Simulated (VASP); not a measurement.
# ZnB6 (Pm-3m) in VASP: notebook

Runs on ZnB6. Level: PBE. Tasks: single point, relaxation of cell and atoms.

All numbers are computed with VASP 6.6.1; they aren't measurements. Logs are shortened: lines on timing, memory, paths and dates and some standing lists are left out, and cuts for length are marked.

### 1 The cell of the first run

The structure is cubic, space group Pm-3m (No. 221). The conventional cell has a = 4.132 Å, b = 4.132 Å, c = 4.132 Å, α = 90.00°, β = 90.00°, γ = 90.00°. Around Zn (site symmetry m-3m) lie 24 B at 3.04 Å. B (site symmetry 4mm) is surrounded by 5 B at 1.64 to 1.76 Å.

The cell was built by a generator and needn't be a form met in nature.

### 2 Single point, PBE (species swapped into the ErB6 type (Pm-3m, No. 221))

Input file INCAR:

```
  PREC = Accurate
  ENCUT = 520
  EDIFF = 1E-6
  ISMEAR = 0
  SIGMA = 0.1
  LREAL = False
  LASPH = True
  NELM = 80
  ALGO = Normal
  ISIF = 2
  LWAVE = False
  LCHARG = True
  GGA = PE
  LELF = True
  LVHAR = True
  NBANDS = 24
```

Input file KPOINTS:

```
regular mesh
0
Gamma
  10 10 10
```

Input file POSCAR:

```
ZnB6
1.0
    4.1324495467      0.0000000000      0.0000000000
    0.0000000000      4.1324495467      0.0000000000
    0.0000000000      0.0000000000      4.1324495467
Zn B
1 6
Direct
    0.0000000000      0.0000000000      0.0000000000
    0.8010305911      0.5000000000      0.5000000000
    0.1989694089      0.5000000000      0.5000000000
    0.5000000000      0.5000000000      0.8010305911
    0.5000000000      0.5000000000      0.1989694089
    0.5000000000      0.1989694089      0.5000000000
    0.5000000000      0.8010305911      0.5000000000
```

Potentials or basis: VASP PAW PBE potentials, release 64 (Zn, B).

Launch:

```
cat potpaw_PBE.64/Zn/POTCAR potpaw_PBE.64/B/POTCAR > POTCAR
mpirun -np 1 vasp_std > vasp.out
```

OUTCAR:

```text
PREC = Accurate
   ENCUT = 520
   EDIFF = 1E-6
   ISMEAR = 0
   LREAL = False
   LASPH = True
   NELM = 80
   ISIF = 2
   GGA = PE

 ion  position               nearest neighbor table
   1  0.000  0.000  0.000-
   2  0.801  0.500  0.500-   3 1.64   4 1.76   5 1.76   6 1.76   7 1.76
   3  0.199  0.500  0.500-   2 1.64   4 1.76   5 1.76   6 1.76   7 1.76
   4  0.500  0.500  0.801-   5 1.64   3 1.76   2 1.76   6 1.76   7 1.76
   5  0.500  0.500  0.199-   4 1.64   3 1.76   2 1.76   6 1.76   7 1.76
   6  0.500  0.199  0.500-   7 1.64   3 1.76   4 1.76   5 1.76   2 1.76
   7  0.500  0.801  0.500-   6 1.64   3 1.76   4 1.76   5 1.76   2 1.76

  LATTYP: Found a simple cubic cell.
 ALAT       =     4.1324495467

  Lattice vectors:

 A1 = (   4.1324495467,   0.0000000000,   0.0000000000)
 A2 = (   0.0000000000,   4.1324495467,   0.0000000000)
 A3 = (   0.0000000000,   0.0000000000,   4.1324495467)

Analysis of symmetry for initial positions (statically):
=====================================================================
 Subroutine PRICEL returns:
 Original cell was already a primitive cell.

 Routine SETGRP: Setting up the symmetry group for a
 simple cubic supercell.

 Subroutine GETGRP returns: Found 48 space group operations
 (whereof 48 operations were pure point group operations)
 out of a pool of 48 trial point group operations.

The static configuration has the point symmetry O_h .

Analysis of symmetry for dynamics (positions and initial velocities):
=====================================================================
 Subroutine PRICEL returns:
 Original cell was already a primitive cell.

 Routine SETGRP: Setting up the symmetry group for a
 simple cubic supercell.

 Subroutine GETGRP returns: Found 48 space group operations
 (whereof 48 operations were pure point group operations)
 out of a pool of 48 trial point group operations.

The dynamic configuration has the point symmetry O_h .

 Subroutine INISYM returns: Found 48 space group operations
 (whereof 48 operations are pure point group operations),
 and found     1 'primitive' translations

----------------------------------------------------------------------------------------

                                     Primitive cell

  volume of cell :      70.5704

  direct lattice vectors                    reciprocal lattice vectors
     4.132449547  0.000000000  0.000000000     0.241987225  0.000000000  0.000000000
     0.000000000  4.132449547  0.000000000     0.000000000  0.241987225  0.000000000
     0.000000000  0.000000000  4.132449547     0.000000000  0.000000000  0.241987225

  length of vectors
     4.132449547  4.132449547  4.132449547     0.241987225  0.241987225  0.241987225

  position of ions in fractional coordinates (direct lattice)
     0.000000000  0.000000000  0.000000000
     0.801030591  0.500000000  0.500000000
     0.198969409  0.500000000  0.500000000
     0.500000000  0.500000000  0.801030591
     0.500000000  0.500000000  0.198969409
     0.500000000  0.198969409  0.500000000
     0.500000000  0.801030591  0.500000000

  ion indices of the primitive-cell ions
   primitive index   ion index
                 1           1
                 2           2
                 3           3
                 4           4
                 5           5
                 6           6
                 7           7

----------------------------------------------------------------------------------------

 KPOINTS: regular mesh

Automatic generation of k-mesh.
 Grid dimensions read from file:
 generate k-points for:   10   10   10

 Generating k-lattice:

  Cartesian coordinates                     Fractional coordinates (reciprocal lattice)
     0.024198723  0.000000000  0.000000000     0.100000000  0.000000000  0.000000000
     0.000000000  0.024198723  0.000000000     0.000000000  0.100000000  0.000000000
     0.000000000  0.000000000  0.024198723     0.000000000  0.000000000  0.100000000

  Length of vectors
     0.024198723  0.024198723  0.024198723

  Shift w.r.t. Gamma in fractional coordinates (k-lattice)
     0.000000000  0.000000000  0.000000000

 Subroutine IBZKPT returns following result:
 ===========================================

 Found     56 irreducible k-points:

 Following reciprocal coordinates:
            Coordinates               Weight
  0.000000  0.000000  0.000000      1.000000
  0.100000  0.000000  0.000000      6.000000
  0.200000  0.000000  0.000000      6.000000
  0.300000  0.000000  0.000000      6.000000
  0.400000  0.000000  0.000000      6.000000
  0.500000  0.000000  0.000000      3.000000
[... 16 lines left out ...]
  0.200000  0.100000  0.100000     24.000000
  0.300000  0.100000  0.100000     24.000000
 [... further k-points ...]
   k-points           NKPTS =     56   k-points in BZ     NKDIM =     56   number of bands    NBANDS=     24
   number of dos      NEDOS =    301   number of ions     NIONS =      7
   total plane-waves  NPLWV =  32768
   dimension x,y,z NGX =    32 NGY =   32 NGZ =   32
   dimension x,y,z NGXF=    64 NGYF=   64 NGZF=   64
   ions per type =               1   6
   NGX,Y,Z   is equivalent  to a cutoff of  12.87, 12.87, 12.87 a.u.
   NGXF,Y,Z  is equivalent  to a cutoff of  25.75, 25.75, 25.75 a.u.
 SYSTEM =  unknown system
   PREC   = accura    normal or accurate (medium, high low for compatibility)
   ISTART =      0    job   : 0-new  1-cont  2-samecut
   ICHARG =      2    charge: 1-file 2-atom 10-const
   ISPIN  =      1    spin polarized calculation?
   LNONCOLLINEAR =      F non collinear calculations
   LSORBIT =      F    spin-orbit coupling
   LASPH  =      T    aspherical Exc in radial PAW
   ENCUT  =  520.0 eV  38.22 Ry    6.18 a.u.   7.68  7.68  7.68*2*pi/ulx,y,z
   NELM   =     80;   NELMIN=  2; NELMDL= -5     # of ELM steps
   EDIFF  = 0.1E-05   stopping-criterion for ELM
   LREAL  =      F    real-space projection
   EDIFFG = 0.1E-04   stopping-criterion for IOM
   NSW    =      0    number of steps for IOM
   IBRION =     -1    ionic relax: 0-MD 1-quasi-New 2-CG
   NFREE  =      0    steps in history (QN), initial steepest desc. (CG)
   ISIF   =      2    stress and relaxation
   ISYM   =      2    0-nonsym 1-usesym 2-fastsym
   POTIM  = 0.5000    time-step for ionic-motion
   TEBEG  =    0.0;   TEEND  =   0.0 temperature during run
   PSTRESS=    0.0 pullay stress
   NELECT =      30.0000    total number of electrons
   NUPDOWN=      -1.0000    fix difference up-down
   EMIN   =  10.00;   EMAX   =-10.00  energy-range for DOS
   EFERMI =   0.00;   METHOD = LEGACY
   ISMEAR =     0;   SIGMA  =   0.10  broadening in eV -4-tet -1-fermi 0-gaus
   EFERMI_NEDOS =   21; number of points for ismear=-14 and -15
   IALGO  =     38    algorithm
   IMIX   =      4    mixing-type and parameters
     AMIX     =   0.40;   BMIX     =  1.00
     AMIX_MAG =   1.60;   BMIX_MAG =  1.00
  volume/ion in A,a.u.               =      10.08        68.03
  Fermi-wavevector in a.u.,A,eV,Ry     =   1.230952  2.326161 20.616121  1.515242
  Thomas-Fermi vector in A             =   2.365780
   LORBIT       =      0    0 simple, 1 ext, 2 COOP (PROOUT), +10 PAW based schemes
   GGA     = PE    functional components
   LHFCALC =     F    Hartree Fock is set to
   AEXX    =    0.0000 exact exchange contribution
   IVDW    =     0    specifies the selected vdW correction
   LEPSILON=     F    determine dielectric tensor
   LRPA    =     F    only Hartree local field effects (RPA)
 non-spin polarized calculation
 Gauss-broadening in eV      SIGMA  =   0.10
  energy-cutoff  :      520.00
  volume of cell :       70.57
 maximum number of plane-waves:      1935
 NGX is ok and might be reduce to    32
   NGX = 15   NGY = 15   NGZ = 15

 number of electron      29.9999966 magnetization

 Free energy of the ion-electron system (eV)
  ---------------------------------------------------
  ext. energy  EPLUGINS =         0.00000000
  ---------------------------------------------------
  free energy    TOTEN  =       -38.86072685 eV

  energy without entropy =      -38.85602275  energy(sigma->0) =      -38.85837480

 E-fermi :   3.2210     XC(G=0): -10.6035

 val. band max:        3.1605661798   @ k =   0.5000   0.1000   0.1000
 cond. band min:       3.2480202212   @ k =   0.3000   0.1000   0.0000
 fundamental gap:      0.0874540414
 Fermi energy:         3.2210232606

 k-point     1 :       0.0000    0.0000    0.0000
  band No.  band energies     occupation
      1     -10.9859      2.00000
      2      -3.9322      2.00000
      3      -3.9322      2.00000
      4      -3.8450      2.00000
      5      -3.7960      2.00000
      6      -3.7960      2.00000
[... 16 lines left out ...]
     23      11.9072      0.00000
     24      11.9072      0.00000

 k-point     2 :       0.1000    0.0000    0.0000
  band No.  band energies     occupation
      1     -10.9537      2.00000
      2      -4.2982      2.00000
      3      -3.9249      2.00000
      4      -3.9027      2.00000
      5      -3.8247      2.00000
      6      -3.8247      2.00000
[... 16 lines left out ...]
     23      12.0580      0.00000
     24      12.2451      0.00000

 k-point     3 :       0.2000    0.0000    0.0000
  band No.  band energies     occupation
      1     -10.8649      2.00000
      2      -5.0094      2.00000
      3      -3.9056      2.00000
      4      -3.8814      2.00000
      5      -3.8814      2.00000
      6      -3.8583      2.00000
[... 16 lines left out ...]
     23      12.3291      0.00000
     24      13.1272      0.00000

 k-point     4 :       0.3000    0.0000    0.0000
  band No.  band energies     occupation
      1     -10.7449      2.00000
      2      -5.6408      2.00000
      3      -3.9319      2.00000
      4      -3.9319      2.00000
      5      -3.8816      2.00000
      6      -3.8021      2.00000
[... 16 lines left out ...]
     23      12.1780      0.00000
     24      14.0263      0.00000

 k-point     5 :       0.4000    0.0000    0.0000
  band No.  band energies     occupation
      1     -10.6373      2.00000
      2      -6.0714      2.00000
      3      -3.9640      2.00000
      4      -3.9640      2.00000
      5      -3.8621      2.00000
      6      -3.7859      2.00000
[... 16 lines left out ...]
     23      11.5824      0.00000
     24      13.7705      0.00000

 k-point     6 :       0.5000    0.0000    0.0000
  band No.  band energies     occupation
      1     -10.5932      2.00000
      2      -6.2254      2.00000
      3      -3.9749      2.00000
      4      -3.9749      2.00000
      5      -3.8546      2.00000
      6      -3.7848      2.00000
[... 16 lines left out ...]
     23      11.2841      0.00000
     24      13.6884      0.00000
[... 379 lines left out ...]
 k-point    21 :       0.5000    0.5000    0.0000
  band No.  band energies     occupation
      1     -10.2943      2.00000
      2      -5.4116      2.00000
      3      -5.4116      2.00000
      4      -3.9201      2.00000
      5      -3.8819      2.00000
      6      -3.8544      2.00000
[... 16 lines left out ...]
     23      11.6034      0.00000
     24      12.7604      0.00000

 k-point    22 :       0.1000    0.1000    0.1000
  band No.  band energies     occupation
      1     -10.8906      2.00000
      2      -4.5102      2.00000
      3      -4.0358      2.00000
      4      -4.0358      2.00000
      5      -3.8232      2.00000
      6      -3.8232      2.00000
[... 16 lines left out ...]
     23      12.6004      0.00000
     24      12.6004      0.00000

 k-point    23 :       0.2000    0.1000    0.1000
  band No.  band energies     occupation
      1     -10.8045      2.00000
      2      -4.9724      2.00000
      3      -4.0893      2.00000
      4      -4.0371      2.00000
      5      -3.8515      2.00000
      6      -3.8137      2.00000
[... 16 lines left out ...]
     23      12.7379      0.00000
     24      13.4349      0.00000

 k-point    24 :       0.3000    0.1000    0.1000
  band No.  band energies     occupation
      1     -10.6885      2.00000
      2      -5.5501      2.00000
      3      -4.0466      2.00000
      4      -4.0149      2.00000
      5      -3.8582      2.00000
      6      -3.8171      2.00000
[... 16 lines left out ...]
     23      12.4222      0.00000
     24      13.5587      0.00000

 [... further k-points ...]

------------------------ aborting loop because EDIFF is reached ----------------------------------------

  FORCE on cell =-STRESS in cart. coord.  units (eV):
  Direction    XX          YY          ZZ          XY          YZ          ZX
  --------------------------------------------------------------------------------------
  -------------------------------------------------------------------------------------
  Total        0.0297099      0.0297099      0.0297099     -0.0000000      0.0000000      0.0000000
  in kB        0.6745109      0.6745109      0.6745109     -0.0000000      0.0000000      0.0000000
  external PRESSURE =       0.6745109 kB  Pullay stress =       0.0000000 kB

 VOLUME and BASIS-vectors are now :
 -----------------------------------------------------------------------------
  energy-cutoff  :      520.00
  volume of cell :       70.57
      direct lattice vectors                 reciprocal lattice vectors
     4.132449547  0.000000000  0.000000000     0.241987225  0.000000000  0.000000000
     0.000000000  4.132449547  0.000000000     0.000000000  0.241987225  0.000000000
     0.000000000  0.000000000  4.132449547     0.000000000  0.000000000  0.241987225

 POSITION                                       TOTAL-FORCE (eV/Angst)
 -----------------------------------------------------------------------------------
      0.00000      0.00000      0.00000        -0.000000      0.000000      0.000000
      3.31022      2.06622      2.06622         0.017904      0.000000     -0.000000
      0.82223      2.06622      2.06622        -0.017904      0.000000      0.000000
      2.06622      2.06622      3.31022         0.000000      0.000000      0.017904
      2.06622      2.06622      0.82223         0.000000      0.000000     -0.017904
      2.06622      0.82223      2.06622         0.000000     -0.017904      0.000000
      2.06622      3.31022      2.06622        -0.000000      0.017904     -0.000000
 -----------------------------------------------------------------------------------
    total drift:                               -0.000000     -0.000000      0.000000

  FREE ENERGIE OF THE ION-ELECTRON SYSTEM (eV)
  ---------------------------------------------------
  free  energy   TOTEN  =       -38.8607268468 eV

  energy  without entropy=      -38.8560227543  energy(sigma->0) =      -38.85837480
```

Run time: 28 s. Hardware: 1 thread of Intel Xeon 6975P-C (Granite Rapids), shared host; peak memory 0.22 GiB.

Results:

```
Free energy            : -38.8607 eV
Pressure               : 0.1 GPa
Largest force          : 0.018 eV/Å
Band gap on the k mesh : none (metal or under the smearing width)
```

Forces on the atoms (eV/Å):
```
Zn   0.000  0.000  0.000
B    0.018  0.000  0.000
B   -0.018  0.000  0.000
B    0.000  0.000  0.018
B    0.000  0.000 -0.018
B    0.000 -0.018  0.000
B    0.000  0.018  0.000
```

### 3 Relaxation of cell and atoms, PBE (species swapped into the ErB6 type (Pm-3m, No. 221))

Input file INCAR:

```
SYSTEM = ZnB6
  PREC = Accurate
  ENCUT = 600
  EDIFF = 1E-6
  ISMEAR = 0
  SIGMA = 0.1
  LREAL = .FALSE.
  LASPH = .TRUE.
  NELM = 80
  ALGO = Fast
  ISIF = 3
  LWAVE = .FALSE.
  LCHARG = .FALSE.
  GGA = PE
  IBRION = 2
  NSW = 100
  EDIFFG = -0.01
```

Input file KPOINTS:

```
regular mesh
0
G
  10 10 10
  0 0 0
```

Input file POSCAR:

```
ZnB6
1.0
    4.1306808803      0.0000000000      0.0000000000
    0.0000000000      4.1306808803      0.0000000000
    0.0000000000      0.0000000000      4.1306808803
Zn B
1 6
Direct
    0.0000000000      0.0000000000      0.0000000000
    0.8011286998      0.5000000000      0.5000000000
    0.1988713002      0.5000000000      0.5000000000
    0.5000000000      0.5000000000      0.8011286998
    0.5000000000      0.5000000000      0.1988713002
    0.5000000000      0.1988713002      0.5000000000
    0.5000000000      0.8011286998      0.5000000000
```

Potentials or basis: VASP PAW PBE potentials, release 64 (Zn, B).

Launch:

```
cat potpaw_PBE.64/Zn/POTCAR potpaw_PBE.64/B/POTCAR > POTCAR
mpirun -np 1 vasp_std > vasp.out
```

Wall time 51 s (1 thread of Intel Xeon 6975P-C (Granite Rapids), shared host); peak memory 0.25 GiB.

Results (log left out):

```yaml
Free_energy: -38.8659 eV
Relaxed_volume: 10.09 Å³/atom
Relaxed_cell: a = 4.134 Å, b = 4.134 Å, c = 4.134 Å, α = 90.00°, β = 90.00°, γ = 90.00°
Space_group_after_relaxing_to_0.05_Å: Pm-3m (No. 221)
Energy_gained_by_relaxing: 0.0 meV/atom
Ionic_steps: 2
Pressure_after_relaxing: -0.1 GPa
Largest_force_after_relaxing: 0.005 eV/Å
Band_gap_on_the_k_mesh: none (metal or under the smearing width)
```

Forces on the atoms (eV/Å):
```
Zn   0.000  0.000  0.000
B    0.005  0.000  0.000
B   -0.005  0.000  0.000
B    0.000  0.000  0.005
B    0.000  0.000 -0.005
B    0.000 -0.005  0.000
B    0.000  0.005  0.000
```

Final structure:
```cif
data_structure
_symmetry_space_group_name_H-M 'P 1'
_symmetry_Int_Tables_number 1
_cell_length_a 4.1335
_cell_length_b 4.1335
_cell_length_c 4.1335
_cell_angle_alpha 90.000
_cell_angle_beta 90.000
_cell_angle_gamma 90.000
_cell_volume 70.62
loop_
_atom_site_label
_atom_site_type_symbol
_atom_site_fract_x
_atom_site_fract_y
_atom_site_fract_z
_atom_site_occupancy
Zn1 Zn 0.00000 0.00000 0.00000 1
B1 B 0.80107 0.50000 0.50000 1
B2 B 0.19893 0.50000 0.50000 1
B3 B 0.50000 0.50000 0.80107 1
B4 B 0.50000 0.50000 0.19893 1
B5 B 0.50000 0.19893 0.50000 1
B6 B 0.50000 0.80107 0.50000 1
```

Levels at points of the mesh, in eV from the Fermi level:
| k point | band 13 | band 14 | band 15 | band 16 | band 17 | band 18 |
| --- | --- | --- | --- | --- | --- | --- |
| (0.00, 0.00, 0.00) | 0.45 | 0.46 | 0.46 | 0.46 | 3.31 | 3.31 |
| (0.50, 0.00, 0.00) | -2.26 | -1.55 | -0.50 | 0.54 | 1.90 | 5.11 |
| (0.50, 0.50, 0.00) | -1.73 | -1.22 | -1.22 | 1.45 | 2.57 | 2.57 |
| (0.50, 0.50, 0.50) | -1.76 | -0.82 | -0.82 | -0.82 | 6.53 | 7.13 |

(Continued in part 2 of 2.)
